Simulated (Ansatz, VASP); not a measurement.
# GaSb: VASP beside Ansatz, part 2 of 2

One calculation is typed for both programs; each brings its own data sets. How far apart do they land? The cell is taken from a series of runs on this material, whose earlier steps may have relaxed, scaled, displaced or heated it; both programs get it as it stands.

VASP 6.6.1 and Ansatz 0.2.0.

So far: Set-up; VASP: zone-centre phonons, PBEsol.

### 3. Ansatz: zone-centre phonons, PBEsol

Level of this step: Ansatz beside VASP: Kohn-Sham DFT, plane waves, PBEsol (Ansatz).

Ansatz runs on its PAW soft_1 files.

The same cell, functional, mesh and smearing now go to Ansatz, which takes its cutoff from its data sets.

input.yaml

```yaml
crystal:
  lattice:
    - [-0.0302024616, 3.0561235353, 3.0561235353]
    - [3.0561235353, -0.0302024616, 3.0561235353]
    - [3.0561235353, 3.0561235353, -0.0302024616]
  atoms:
    - { symbol: Ga, position: [0.0007332399, 0.0007332399, 0.0007332399] }
    - { symbol: Sb, position: [0.7492667601, 0.7492667601, 0.7492667601] }
kpoints:
  mp_grid: { grid: [12, 12, 12] }
hamiltonian:
  xc: pbesol
  pseudopotentials: { kind: paw, azcp: { folder: soft_1 }, xc_functional: pbe }
scf:
  occupations: { method: methfessel_paxton, width: 0.2 }
output:
  eigenvalues: true
phonons:
  method: dfpt
```

Started as:

```console
$ ansatz run input.yaml --threads 4 --pin off --max-ram 10240MiB --backend cpu --events-out ev --progress --plain --runs-dir out
```

Numbers of over 12 decimals in the logs are rounded to 6 here.

The log of the run:

```text
Engine: ansatz 0.2.0, aarch64-unknown-linux-gnu
Pseudopotentials: kind: paw
Pseudopotential: Ga, paw, valence charge 13, recommended cutoff 420 eV (normal), soft_1/Ga.paw.azcp
Pseudopotential: Sb, paw, valence charge 15, recommended cutoff 420 eV (normal), soft_1/Sb.paw.azcp
Functional definition: PBEsol
  exchange = pbesol_x
  correlation = pbesol_c
Crystal: 2 atoms, lattice volume = 57.934 Å³
Basis set: ecut = 420 eV, 1127 PW (Γ), exchange–correlation on 60×60×60 points (8 copies of the dense FFT grid, shifted against one another)
Bands: 18, of which v1, the nominal top of the filled ones, is band 14 counted from 1 (13 counted from 0)
Symmetry: 6 space group operations
k-points: 476 of 1728 (irreducible under 2 space group operations, time reversal used)
Non-local potential: Ga, projectors of the file, l = 0: 2, l = 1: 2, l = 2: 3, l = 3: 1
Non-local potential: Sb, projectors of the file, l = 0: 2, l = 1: 2, l = 2: 2, l = 3: 1
PAW form: soft (Blöchl's): semilocal exchange-correlation on the pseudo side does not see the compensation charge
PAW frozen core: Ga, regenerated for the run's functional, and the local potential with it (the file was generated under x = pbe(κ = 0.804, μ = 0.219515), c = pbe(β = 0.066725))
PAW frozen core: Sb, regenerated for the run's functional, and the local potential with it (the file was generated under x = pbe(κ = 0.804, μ = 0.219515), c = pbe(β = 0.066725))
PAW one-centre angular grid: Ga, 590 points (default); XC on 64 Gauss nodes
PAW one-centre angular grid: Sb, 590 points (default); XC on 64 Gauss nodes
Initial density: superposition of atomic densities (chi_scale 0.1, normalization cell, long waves kept (reshape's long-wave potential 0.00 eV rms))
Initial wavefunctions: pseudopotential atomic-orbital guess
Functional: x = pbesol(κ = 0.804, μ = 0.123457), c = pbesol(β = 0.046)
SCF iter   1: F=—  HF=-10151.696393 eV  |F-HF|=—  |Δ(HF+E_count)|=         —  Δρ=3.13e-2  dr2=4.05e-1  ethr=3.10e-3  ⟨swp⟩=5.6  Hψ=43960  notcnv=0
preconditioner: auto → Kerker (q_TF=auto, 2.417 Å⁻¹)  [metal: Δε(μ)=0.102 eV  Ē_g=14.665 eV  σ=0.200 eV  W_gap=0.40  n_scr=14 (ndim 8)  ℏωp=20.7 eV  f_vac=0.007  D(μ)=0.04/eV (n_scr^D=0)]
SCF iter   2: F=—  HF=-10151.651409 eV  |F-HF|=—  |Δ(HF+E_count)|=   4.50e-2  S|Δr|=    0.00e0  Δρ=1.94e-2  dr2=1.85e-1  ethr=1.45e-3  ⟨swp⟩=1.0  Hψ=12376  notcnv=0
SCF iter   3: F=—  HF=-10151.610966 eV  |F-HF|=—  |Δ(HF+E_count)|=   4.04e-2  S|Δr|=    0.00e0  Δρ=3.17e-3  dr2=1.42e-2  ethr=6.61e-4  ⟨swp⟩=1.1  Hψ=8639  notcnv=0
SCF iter   4: F=—  HF=-10151.611604 eV  |F-HF|=—  |Δ(HF+E_count)|=   6.38e-4  S|Δr|=    0.00e0  Δρ=1.55e-3  dr2=2.62e-3  ethr=5.07e-5  ⟨swp⟩=2.1  Hψ=10603  notcnv=0
SCF iter   5: F=—  HF=-10151.612379 eV  |F-HF|=—  |Δ(HF+E_count)|=   7.75e-4  S|Δr|=    0.00e0  Δρ=3.39e-4  dr2=9.96e-5  ethr=9.37e-6  ⟨swp⟩=2.4  Hψ=13210  notcnv=0
SCF iter   6: F=—  HF=-10151.612539 eV  |F-HF|=—  |Δ(HF+E_count)|=   1.59e-4  S|Δr|=    0.00e0  Δρ=3.49e-4  dr2=4.08e-5  ethr=3.56e-7  ⟨swp⟩=2.1  Hψ=12971  notcnv=0
SCF iter   7: F=—  HF=-10151.612509 eV  |F-HF|=—  |Δ(HF+E_count)|=   2.98e-5  S|Δr|=    0.00e0  Δρ=7.57e-5  dr2=2.48e-6  ethr=1.46e-7  ⟨swp⟩=2.0  Hψ=12841  notcnv=0
SCF iter   8: F=—  HF=-10151.612514 eV  |F-HF|=—  |Δ(HF+E_count)|=   5.34e-6  S|Δr|=    0.00e0  Δρ=1.66e-5  dr2=1.10e-7  ethr=8.86e-9  ⟨swp⟩=2.0  Hψ=12863  notcnv=0
SCF iter   9: F=—  HF=-10151.612514 eV  |F-HF|=—  |Δ(HF+E_count)|=   2.86e-7  S|Δr|=    0.00e0  Δρ=6.79e-6  dr2=3.92e-8  ethr=3.94e-10  ⟨swp⟩=2.0  Hψ=12857  notcnv=0
SCF iter  10: F=—  HF=-10151.612515 eV  |F-HF|=—  |Δ(HF+E_count)|=   7.42e-8  S|Δr|=    0.00e0  Δρ=2.25e-6  dr2=5.81e-9  ethr=1.40e-10  ⟨swp⟩=2.0  Hψ=10466  notcnv=0
SCF iter  11: F=—  HF=-10151.612515 eV  |F-HF|=—  |Δ(HF+E_count)|=   4.51e-9  S|Δr|=    0.00e0  Δρ=9.25e-7  dr2=9.53e-10  ethr=2.07e-11  ⟨swp⟩=2.0  Hψ=10037  notcnv=0
SCF iter  12: F=—  HF=-10151.612515 eV  |F-HF|=—  |Δ(HF+E_count)|=  9.09e-10  S|Δr|=    0.00e0  Δρ=2.55e-7  dr2=4.30e-11  ethr=3.40e-12  ⟨swp⟩=2.1  Hψ=10924  notcnv=0
SCF iter  13: F=-10151.612515 eV  HF=-10151.612515 eV  |F-HF|=5.46e-12  |Δ(HF+E_count)|=  5.82e-11  S|Δr|=    0.00e0  Δρ=7.48e-8  dr2=3.56e-12  ethr=1.00e-12  ⟨swp⟩=6.0  Hψ=41171  notcnv=0
SCF 1 converged in 13 iterations: F = -10151.612515 eV  dr2 = 3.56e-12
  greatest PAW one-centre occupation: 0.996 electrons in one spin orbital (limit 2), on the Sb atom at site 1 (counted from 0), in its partial waves of l = 2
DFPT response loops at Γ: preconditioner auto → Kerker (q_TF=auto, 2.417 Å⁻¹) (partly filled bands, converged f_vac=0.079); β = 1.00, the filter's whole step (`scf.mixing.beta` (0.50) is not read by the response loops under this deck's `scf.mixing.preconditioner`; to damp them name `kerker` or `kerker_dos`, under which they read `scf.mixing.beta`, and type it under 1.00, their step now; both keys bind the ground state too); Broyden in place of MSR1
SCF converged after 13 iterations
Stability not checked: this state was not tested for a lower state beside it, because cold or Methfessel-Paxton smearing, or corrected tetrahedra, fill the levels in a way that the test cannot read (fill_not_monotonic; see scf.lower_state_search)
Free energy (F): -10151.612515 eV
Harris-Foulkes:  -10151.612515 eV  (|F-HF|=5.46e-12)
Internal energy: -10151.612950 eV  (E = F + TS)
E sigma→0 (E₀):  -10151.612623 eV
Entropy (-TS):   0.000436 eV (0.218 meV/atom)
Fermi energy:    7.576654 eV
Step filling:    the computed levels leave a gap of 0.1201 eV = 0.6 smearing widths at the electron count; against every level under it full and every level over it empty, smearing changes F+E_penalty+E_count by +0.205 meV and its σ→0 estimate by +0.097 meV
--- Per-component energies (eV) ---
  E_band       = -264.982828
  E_kinetic    = 275.338801
  E_local      = -3397.220282  (includes V_loc(G=0)·N_el)
  E_nonlocal   = 299.547140
  E_hartree    = 1734.434835
  E_xc         = -160.201658
  E_vxc        = -145.836035  (∫ρ·V_xc dr)
  E_paw        = -6420.616162  (= ΣΔE_a)
  E_vpaw       = -765.682039  (= ΣTr[D̂ρ^β])
  E_aug_tail   = -0.000059  (compensation charges beyond the density's cutoff)
  E_ewald      = -2484.090399
  E_core_change = 1.194834  (= ΣΔE_core)
  E_smearing   = 0.000436  (= −TS)
  E_closure    = -0.000000  (closes the sum)
  Σ components = -10151.612515   (vs F -10151.612515, Δ=0.00e0)
--- Band table (eV; the first three rows and the last of 476) ---
  k-point 0: bands = [... 10 lower, -3.8990, 7.4058, 7.4852, 7.4852, 7.6053, 10.2556, 10.2556, 10.3841]
  k-point 1: bands = [... 10 lower, -3.8290, 6.1478, 7.3680, 7.4616, 8.3469, 10.4216, 10.4893, 10.5488]
  k-point 2: bands = [... 10 lower, -3.6233, 4.7745, 7.1021, 7.1852, 8.4852, 10.7914, 10.8808, 11.3879]
  k-point 475: bands = [... 10 lower, -2.2486, 1.2198, 6.3216, 6.3216, 7.7181, 11.1969, 11.1969, 13.7899]
--- Phonons (Γ-DFPT): 2 representative perturbations + reference, on 476 of 1728 k-points (Σ response iterations 6) ---
  k mesh reduced under 2 symmetry operations, with k and −k counted as one. Each operation leaves every solved perturbation unchanged. A smaller set is not used because it would not reduce the number of displacements times k-points to solve
  ASR residual: 6.522e-5 → 0.000e0 eV/Å²; symmetrization residual: 1.398e-6 eV/Å²
  ASR residual per site (eV/Å²): 6.52e-5 2.18e-5
  Γ frequencies (cm⁻¹): 0.00 0.00 0.00 213.41 213.41 215.94
  non-analytic LO–TO correction: not included (Born effective charges unavailable; polar crystals: no LO–TO splitting at Γ)
```

### 4. Side by side

Known differences besides the potentials themselves: the data sets hold 28 valence electrons in Ansatz (on its PAW soft_1 files) and 18 in VASP; the cutoff is 420 eV in Ansatz and 500 eV in VASP; Ansatz makes its cores anew for this functional, VASP keeps those of its PBE data sets. Total energies have different zeros and are not compared.

Both answers:

```
                  quantity  Ansatz   VASP  difference
optical mode 1 to 2 (cm⁻¹)   213.4  214.8     -0.64 %
     optical mode 3 (cm⁻¹)   215.9  216.9     -0.46 %
```

Modes are paired by rising frequency, not by their patterns, so a pair may set unlike modes beside each other; they are those without the splitting of longitudinal modes.

### 5. Results

```yaml
r_m_s_difference_of_the_optical_zone_centre_modes_each_program_s_sorted_by_frequency_zone_centre_phonons_pbesol: 1.3 cm⁻¹
difference_in_optical_mode_1_to_2_zone_centre_phonons_pbesol: -0.6 %
```

**Reading.** The r.m.s. difference of the optical zone-centre modes, each program's sorted by frequency is 1.3 cm⁻¹ (zone-centre phonons, PBEsol). The data sets hold unlike numbers of valence electrons (28 in Ansatz and 18 in VASP), so part of the differences comes from the potentials. Among the rows given in per cent, the largest difference of the zone-centre phonons, PBEsol pair is in optical mode 1 to 2, -0.6 %. Such differences can come from data sets, numerical settings and the points named under the comparisons, not from the functional's error against experiment.

[Lines on the potential files, build, host, timing and source positions are cut from VASP's logs without a mark.]

[Logs are printed without paths, hosts, clocks, repeated set-up lines and the standing remarks that a program may print on its own settings, such as how far it seeks lower states.]

[Hosts, paths, dates, database ids (printed as entryN), source tags and the programs' standing remarks are cut or masked in the printed files.]
